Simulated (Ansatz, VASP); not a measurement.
## Cross-check of Al11In10Ga11As32 (random zinc-blende (Ga, In, Al)As solid solution) between VASP and Ansatz

Aim: how closely do two programs agree when they are given the same cell, functional and k mesh? The structure shown is the start of the Ansatz relaxation below; VASP solves that cell, so the two are compared at the walk's first step.

Main program and level: Ansatz 0.2.0; plane waves, with VASP 6.6.1 beside it; single point at revPBE.

**1. Set-up**

The cell holds 64 atoms: 10 In, 32 As, 11 Ga and 11 Al. Its edges and angles: a = 11.554 Å, b = 11.554 Å, c = 11.554 Å, α = 90.0°, β = 90.0°, γ = 90.0°. As first built, before any earlier steps moved the atoms (in the runner's words): zinc-blende lattice (a = 5.777 A, the mean of the end members), 2 x 2 x 2 cells, metal sites filled at random with 11 Ga, 10 In, 11 Al; every coordinate displaced by a Gaussian of 0.07 A.

**2. Ansatz: relaxation, revPBE**

Ansatz runs on its PAW soft_1 files.

The two programs are compared at the cell with which this relaxation starts, whose forces are those of its first step.

input.yaml reads:

```yaml
crystal:
  lattice:
    - [11.554, 0.0, 0.0]
    - [0.0, 11.554, 0.0]
    - [0.0, 0.0, 11.554]
  atoms:
    - { symbol: In, position: [0.99668, 0.01003, 0.00503] }
    - { symbol: As, position: [0.13133, 0.13022, 0.12628] }
    - { symbol: In, position: [0.99366, 0.24601, 0.2451] }
    - { symbol: As, position: [0.1306, 0.38014, 0.37351] }
    - { symbol: In, position: [0.24705, 0.99576, 0.24758] }
    - { symbol: As, position: [0.36699, 0.12436, 0.36609] }
    - { symbol: Ga, position: [0.23738, 0.25162, 0.00095] }
    - { symbol: As, position: [0.36393, 0.37774, 0.11576] }
    - { symbol: Ga, position: [0.98679, 0.99536, 0.49784] }
    - { symbol: As, position: [0.12726, 0.13003, 0.62804] }
    - { symbol: Ga, position: [0.99454, 0.2496, 0.75101] }
    - { symbol: As, position: [0.12411, 0.37105, 0.87016] }
    - { symbol: Ga, position: [0.25612, 0.00689, 0.75666] }
    - { symbol: As, position: [0.36487, 0.12958, 0.87116] }
    - { symbol: Al, position: [0.26161, 0.25804, 0.5021] }
    - { symbol: As, position: [0.38345, 0.37537, 0.63698] }
    - { symbol: In, position: [0.00411, 0.50353, 0.98883] }
    - { symbol: As, position: [0.1241, 0.62057, 0.11753] }
    - { symbol: In, position: [0.99557, 0.76105, 0.24674] }
    - { symbol: As, position: [0.11283, 0.86942, 0.36621] }
    - { symbol: Al, position: [0.25517, 0.50878, 0.26268] }
    - { symbol: As, position: [0.37389, 0.6299, 0.371] }
    - { symbol: Al, position: [0.24671, 0.7447, 0.99978] }
    - { symbol: As, position: [0.36484, 0.88475, 0.12772] }
    - { symbol: Al, position: [0.99901, 0.49826, 0.50027] }
    - { symbol: As, position: [0.1308, 0.63361, 0.63794] }
    - { symbol: In, position: [0.99087, 0.75111, 0.75792] }
    - { symbol: As, position: [0.1159, 0.87547, 0.87232] }
    - { symbol: Ga, position: [0.24451, 0.49849, 0.75042] }
    - { symbol: As, position: [0.38323, 0.62553, 0.87637] }
    - { symbol: Al, position: [0.24804, 0.74775, 0.50115] }
    - { symbol: As, position: [0.37091, 0.87346, 0.62635] }
    - { symbol: In, position: [0.51001, 0.98679, 0.01516] }
    - { symbol: As, position: [0.62936, 0.12645, 0.13415] }
    - { symbol: Al, position: [0.49777, 0.25373, 0.2549] }
    - { symbol: As, position: [0.62519, 0.36589, 0.37216] }
    - { symbol: Ga, position: [0.76456, 0.99344, 0.24453] }
    - { symbol: As, position: [0.87031, 0.11419, 0.36759] }
    - { symbol: Ga, position: [0.75959, 0.23719, 0.99429] }
    - { symbol: As, position: [0.87221, 0.39219, 0.11622] }
    - { symbol: Ga, position: [0.49859, 0.00216, 0.4948] }
    - { symbol: As, position: [0.62532, 0.14172, 0.62185] }
    - { symbol: Al, position: [0.51256, 0.25075, 0.73586] }
    - { symbol: As, position: [0.62026, 0.37916, 0.8683] }
    - { symbol: Ga, position: [0.7521, 0.00063, 0.74278] }
    - { symbol: As, position: [0.87146, 0.12504, 0.86057] }
    - { symbol: Al, position: [0.74487, 0.25662, 0.49666] }
    - { symbol: As, position: [0.87516, 0.37773, 0.62919] }
    - { symbol: Al, position: [0.50514, 0.50111, 0.00403] }
    - { symbol: As, position: [0.63161, 0.63591, 0.13041] }
    - { symbol: In, position: [0.50097, 0.7497, 0.24936] }
    - { symbol: As, position: [0.62948, 0.88432, 0.3785] }
    - { symbol: Ga, position: [0.75551, 0.48945, 0.26486] }
    - { symbol: As, position: [0.87716, 0.61663, 0.38194] }
    - { symbol: In, position: [0.74689, 0.75296, 0.99678] }
    - { symbol: As, position: [0.8705, 0.87513, 0.11836] }
    - { symbol: Al, position: [0.49486, 0.49442, 0.4951] }
    - { symbol: As, position: [0.62464, 0.61374, 0.63023] }
    - { symbol: Ga, position: [0.50078, 0.74635, 0.75378] }
    - { symbol: As, position: [0.61555, 0.88259, 0.87185] }
    - { symbol: In, position: [0.74918, 0.49357, 0.75599] }
    - { symbol: As, position: [0.88022, 0.62414, 0.86822] }
    - { symbol: Al, position: [0.75323, 0.75396, 0.5153] }
    - { symbol: As, position: [0.88247, 0.87, 0.62774] }
kpoints:
  mp_grid: { grid: [1, 1, 1] }
hamiltonian:
  xc: revpbe
  pseudopotentials: { kind: paw, azcp: { folder: soft_1 } }
scf:
  occupations: { method: gaussian, width: 0.025 }
output:
  forces: true
relax:
  f_tol: 0.05
  max_steps: 150
  cell: {}
```

Run with:

```sh
ansatz run input.yaml --threads 4 --pin off --max-ram 8192MiB --backend cpu --events-out ev --progress --plain --runs-dir out
```

Numbers of over 12 decimals in the logs are rounded to 6 here.

The program printed:

```text
Engine: ansatz 0.2.0, aarch64-unknown-linux-gnu
Pseudopotentials: kind: paw
Pseudopotential: In, paw, valence charge 13, recommended cutoff 420 eV (normal), soft_1/In.paw.azcp
Pseudopotential: As, paw, valence charge 15, recommended cutoff 420 eV (normal), soft_1/As.paw.azcp
Pseudopotential: Ga, paw, valence charge 13, recommended cutoff 420 eV (normal), soft_1/Ga.paw.azcp
Pseudopotential: Al, paw, valence charge 3, recommended cutoff 420 eV (normal), soft_1/Al.paw.azcp
Functional definition: revPBE
  parameter kappa = 1.245
  parameter beta = 0.066725
  exchange = pbe_x(kappa = kappa, mu = beta*pi^2/3)
  correlation = pbe_c(beta = beta)
Crystal: 64 atoms, lattice volume = 1542.400 Å³
Basis set: ecut = 420 eV, 30095 PW (Γ), exchange–correlation on 160×160×160 points (8 copies of the dense FFT grid, shifted against one another)
Bands: 472, of which v1, the nominal top of the filled ones, is band 393 counted from 1 (392 counted from 0)
Symmetry: 1 space group operations
Space group: P1 (ITA 1), of the structure as read, at distance tolerance 1.2e-4 Å
k-points: 1
Non-local potential: In, projectors of the file, l = 0: 2, l = 1: 2, l = 2: 2, l = 3: 1
Non-local potential: As, projectors of the file, l = 0: 2, l = 1: 2, l = 2: 3, l = 3: 1
Non-local potential: Ga, projectors of the file, l = 0: 2, l = 1: 2, l = 2: 3, l = 3: 1
Non-local potential: Al, projectors of the file, l = 0: 2, l = 1: 2, l = 2: 1
PAW form: soft (Blöchl's): semilocal exchange-correlation on the pseudo side does not see the compensation charge
PAW frozen core: In, regenerated for the run's functional, and the local potential with it (the file was generated under x = pbe(κ = 0.804, μ = 0.219515), c = pbe(β = 0.066725))
PAW frozen core: As, regenerated for the run's functional, and the local potential with it (the file was generated under x = pbe(κ = 0.804, μ = 0.219515), c = pbe(β = 0.066725))
PAW frozen core: Ga, regenerated for the run's functional, and the local potential with it (the file was generated under x = pbe(κ = 0.804, μ = 0.219515), c = pbe(β = 0.066725))
PAW frozen core: Al, regenerated for the run's functional, and the local potential with it (the file was generated under x = pbe(κ = 0.804, μ = 0.219515), c = pbe(β = 0.066725))
PAW one-centre angular grid: In, 590 points (default); XC on 64 Gauss nodes
PAW one-centre angular grid: As, 590 points (default); XC on 64 Gauss nodes
PAW one-centre angular grid: Ga, 590 points (default); XC on 64 Gauss nodes
PAW one-centre angular grid: Al, 110 points (default); XC on 64 Gauss nodes
Initial density: superposition of atomic densities (chi_scale 0.1, normalization cell, long waves kept (reshape's long-wave potential 0.16 eV rms))
Initial wavefunctions: pseudopotential atomic-orbital guess
Functional: x = revpbe(κ = 1.245, μ = 0.219515), c = pbe(β = 0.066725)
SCF iter   1: F=—  HF=-259172.725702 eV  |F-HF|=—  |Δ(HF+E_count)|=         —  Δρ=4.01e-2  dr2=2.03e1  ethr=3.10e-3  ⟨swp⟩=6.0  Hψ=1829  notcnv=0  defer=15
preconditioner: auto → Resta (q_TF=auto, 2.438 Å⁻¹)  ε∞=3.4  [insulator: Δε(μ)=0.556 eV  Ē_g=13.306 eV  σ=0.025 eV  W_gap=1.00  n_scr=388 (ndim 8)  ℏωp=20.4 eV  f_vac=0.000  D(μ)=0.00/eV (n_scr^D=0)  ε∞_Penn≈3.4]
SCF iter   2: F=—  HF=-259170.592334 eV  |F-HF|=—  |Δ(HF+E_count)|=    2.13e0  Δρ=2.25e-2  dr2=6.47e0  ethr=2.58e-3  ⟨swp⟩=2.0  Hψ=551  notcnv=0  defer=71
SCF iter   3: F=—  HF=-259170.013932 eV  |F-HF|=—  |Δ(HF+E_count)|=   5.78e-1  Δρ=3.79e-3  dr2=6.01e-1  ethr=8.24e-4  ⟨swp⟩=2.0  Hψ=797  notcnv=0  defer=71
SCF iter   4: F=—  HF=-259169.949957 eV  |F-HF|=—  |Δ(HF+E_count)|=   6.40e-2  Δρ=2.02e-3  dr2=6.25e-2  ethr=7.64e-5  ⟨swp⟩=3.0  Hψ=794  notcnv=0  defer=71
SCF iter   5: F=—  HF=-259170.027055 eV  |F-HF|=—  |Δ(HF+E_count)|=   7.71e-2  Δρ=7.05e-4  dr2=1.14e-2  ethr=7.96e-6  ⟨swp⟩=2.0  Hψ=792  notcnv=0  defer=71
SCF iter   6: F=—  HF=-259170.036917 eV  |F-HF|=—  |Δ(HF+E_count)|=   9.86e-3  Δρ=2.92e-4  dr2=1.58e-3  ethr=1.45e-6  ⟨swp⟩=2.0  Hψ=787  notcnv=0  defer=71
SCF iter   7: F=—  HF=-259170.040173 eV  |F-HF|=—  |Δ(HF+E_count)|=   3.26e-3  Δρ=1.07e-4  dr2=1.96e-4  ethr=2.02e-7  ⟨swp⟩=2.0  Hψ=784  notcnv=0  defer=71
SCF iter   8: F=—  HF=-259170.040855 eV  |F-HF|=—  |Δ(HF+E_count)|=   6.81e-4  Δρ=3.53e-5  dr2=2.56e-5  ethr=2.50e-8  ⟨swp⟩=2.0  Hψ=785  notcnv=0  defer=71
SCF iter   9: F=—  HF=-259170.040683 eV  |F-HF|=—  |Δ(HF+E_count)|=   1.71e-4  Δρ=1.07e-5  dr2=2.15e-6  ethr=3.25e-9  ⟨swp⟩=2.0  Hψ=855  notcnv=0  defer=71
SCF iter  10: F=—  HF=-259170.040689 eV  |F-HF|=—  |Δ(HF+E_count)|=   5.93e-6  Δρ=4.19e-6  dr2=3.74e-7  ethr=2.74e-10  ⟨swp⟩=2.0  Hψ=779  notcnv=0  defer=71
SCF iter  11: F=—  HF=-259170.040691 eV  |F-HF|=—  |Δ(HF+E_count)|=   1.16e-6  Δρ=2.32e-6  dr2=1.09e-7  ethr=1.27e-11  ⟨swp⟩=4.0  Hψ=1653  notcnv=0
[...]
atom  12  As    -0.00198927     0.00185786     0.01766982
  atom  13  Ga    -0.00175440     0.00610125    -0.00836059
  atom  14  As     0.00005546    -0.00593853     0.00596277
  atom  15  Al    -0.00319953     0.00317208    -0.00503893
  atom  16  As    -0.00241708    -0.00278089    -0.00237172
  atom  17  In    -0.00155797    -0.00229438    -0.00726930
  atom  18  As    -0.00538705     0.00450547    -0.00900358
  atom  19  In     0.00662404    -0.00695407    -0.00322865
  atom  20  As     0.00339838     0.00250783     0.00667323
  atom  21  Al    -0.00387888     0.00451569    -0.00483897
  atom  22  As     0.00567178    -0.00631461     0.00275745
  atom  23  Al    -0.01353539    -0.00315141    -0.01275633
  atom  24  As     0.01283056     0.00385959     0.00937355
  atom  25  Al    -0.00457550    -0.01121163    -0.00848350
  atom  26  As    -0.00479836    -0.00626572     0.00349090
  atom  27  In     0.00136101    -0.00150004     0.00762285
  atom  28  As    -0.00105813    -0.01563544     0.00861053
  atom  29  Ga     0.00646960     0.00428921    -0.00775232
  atom  30  As     0.00637670    -0.00497440     0.01369105
  atom  31  Al     0.00997288     0.00364286    -0.00272672
  atom  32  As     0.00790055    -0.00741257     0.00715702
  atom  33  In    -0.00850054     0.00057130    -0.00352725
  atom  34  As     0.00171896    -0.00471478     0.00472464
  atom  35  Al    -0.00296558    -0.00212852     0.00006350
[...]
atom  57  Al    -0.00471560     0.00120961     0.00166584
  atom  58  As     0.00087224     0.00032949     0.00780981
  atom  59  Ga     0.00242637     0.01268663    -0.01298233
  atom  60  As     0.00925496    -0.00540742     0.01326181
  atom  61  In    -0.00280227     0.00621648    -0.01229380
  atom  62  As    -0.00521112    -0.00076806     0.00565902
  atom  63  Al     0.00225088    -0.00458239    -0.00643614
  atom  64  As    -0.01152929    -0.00401301     0.00675885
  max |Σ_I F_I| component: 8.19e-7 eV/Å
--- Stress (GPa, compression-positive) ---
       -0.005682      -0.007348       0.010074
       -0.007350      -0.016888       0.003884
        0.010075       0.003885       0.003944
  P = ⅓ Tr σ = -0.0062 GPa (-0.062 kbar)
--- Relaxed structure (4 steps of the walk, 4 accepted, 1 SCFs on fresh bases) ---
  F+E_penalty+E_count = -259180.34869386 eV   max|allowed force component| = 1.825e-2 eV/Å   (the final SCF, on the basis selected at the relaxed cell)
  cell:  # Å, volume = 1656.7446 Å³
    - [11.835408, 0.00184449, -0.00312481]
    - [0.00184449, 11.835392, -0.00222722]
    - [-0.00312481, -0.00222722, 11.827412]
  atoms:
    - { symbol: In, position: [0.999919, 0.00505766, -0.00402749] }
    - { symbol: As, position: [0.132508, 0.136204, 0.118744] }
    - { symbol: In, position: [0.998019, 0.253490, 0.253900] }
    - { symbol: As, position: [0.133166, 0.381360, 0.381520] }
    - { symbol: In, position: [0.251717, 1.002534, 0.254322] }
    - { symbol: As, position: [0.382516, 0.134826, 0.382762] }
    - { symbol: Ga, position: [0.253741, 0.254982, -0.00568124] }
    - { symbol: As, position: [0.375204, 0.374893, 0.126504] }
    - { symbol: Ga, position: [0.997473, 1.002170, 0.504237] }
    - { symbol: As, position: [0.126016, 0.125685, 0.622564] }
    - { symbol: Ga, position: [1.000727, 0.248521, 0.744293] }
    - { symbol: As, position: [0.130838, 0.369662, 0.864824] }
    - { symbol: Ga, position: [0.251558, 0.00223567, 0.745615] }
    - { symbol: As, position: [0.369627, 0.133172, 0.864972] }
    - { symbol: Al, position: [0.252684, 0.253180, 0.503285] }
    - { symbol: As, position: [0.378295, 0.375236, 0.624385] }
    - { symbol: In, position: [0.00486337, 0.497406, 1.000641] }
    - { symbol: As, position: [0.140376, 0.625295, 0.127130] }
    - { symbol: In, position: [0.998980, 0.747876, 0.256480] }
    - { symbol: As, position: [0.125121, 0.875658, 0.391653] }
    - { symbol: Al, position: [0.253987, 0.498363, 0.252388] }
    - { symbol: As, position: [0.367694, 0.618240, 0.383753] }
    - { symbol: Al, position: [0.255051, 0.746073, 0.995952] }
    - { symbol: As, position: [0.370653, 0.868797, 0.118515] }
    - { symbol: Al, position: [1.002302, 0.498103, 0.499477] }
    - { symbol: As, position: [0.131771, 0.617143, 0.618245] }
    - { symbol: In, position: [1.004613, 0.753176, 0.743474] }
    - { symbol: As, position: [0.139686, 0.875521, 0.874173] }
    - { symbol: Ga, position: [0.254401, 0.497783, 0.746918] }
    - { symbol: As, position: [0.377391, 0.622847, 0.873072] }
    - { symbol: Al, position: [0.250697, 0.748120, 0.503900] }
    - { symbol: As, position: [0.373883, 0.876750, 0.622124] }
    - { symbol: In, position: [0.499897, 1.004690, -0.00424522] }
    - { symbol: As, position: [0.627840, 0.131850, 0.133647] }
    - { symbol: Al, position: [0.501035, 0.254477, 0.252733] }
    - { symbol: As, position: [0.622252, 0.374304, 0.379560] }
    - { symbol: Ga, position: [0.747661, 1.004943, 0.257044] }
    - { symbol: As, position: [0.869732, 0.121761, 0.383555] }
    - { symbol: Ga, position: [0.743938, 0.250974, 1.000404] }
    - { symbol: As, position: [0.861830, 0.376260, 0.125353] }
    - { symbol: Ga, position: [0.501517, 0.00437759, 0.503670] }
    - { symbol: As, position: [0.622784, 0.130984, 0.625251] }
    - { symbol: Al, position: [0.497345, 0.251424, 0.747945] }
    - { symbol: As, position: [0.613823, 0.368511, 0.879668] }
    - { symbol: Ga, position: [0.746668, 0.00545009, 0.743199] }
    - { symbol: As, position: [0.866419, 0.133691, 0.866678] }
    - { symbol: Al, position: [0.748059, 0.249350, 0.500226] }
    - { symbol: As, position: [0.881202, 0.368522, 0.615190] }
    - { symbol: Al, position: [0.495916, 0.496037, 0.000589981] }
    - { symbol: As, position: [0.622029, 0.610305, 0.125624] }
    - { symbol: In, position: [0.498982, 0.746116, 0.254485] }
    - { symbol: As, position: [0.627772, 0.881943, 0.381825] }
    - { symbol: Ga, position: [0.744376, 0.495478, 0.255077] }
    - { symbol: As, position: [0.866346, 0.616699, 0.384596] }
    - { symbol: In, position: [0.744968, 0.750687, 0.999921] }
    - { symbol: As, position: [0.868028, 0.883629, 0.132893] }
    - { symbol: Al, position: [0.497397, 0.499363, 0.499963] }
    - { symbol: As, position: [0.616237, 0.631228, 0.615477] }
    - { symbol: Ga, position: [0.495626, 0.750651, 0.744181] }
    - { symbol: As, position: [0.623299, 0.876532, 0.858478] }
    - { symbol: In, position: [0.745187, 0.496077, 0.745078] }
    - { symbol: As, position: [0.876377, 0.625235, 0.872121] }
    - { symbol: Al, position: [0.746744, 0.752484, 0.499874] }
    - { symbol: As, position: [0.867607, 0.881452, 0.618764] }
```

In the SCF lines HF is the Harris–Foulkes energy and dr2 the Hartree energy of the density residual, in eV; the loop may stop once dr2 is under the threshold and the program's other checks hold. Hψ counts applications of the Hamiltonian.

[end of part 1 of 2]

[Lines on the potential files, build, host, timing and source positions are cut from VASP's logs without a mark.]

[Logs are printed without paths, hosts, clocks, repeated set-up lines and the standing remarks that a program may print on its own settings, such as how far it seeks lower states.]

[Hosts, paths, dates, database ids (printed as entryN), source tags and the programs' standing remarks are cut or masked in the printed files.]
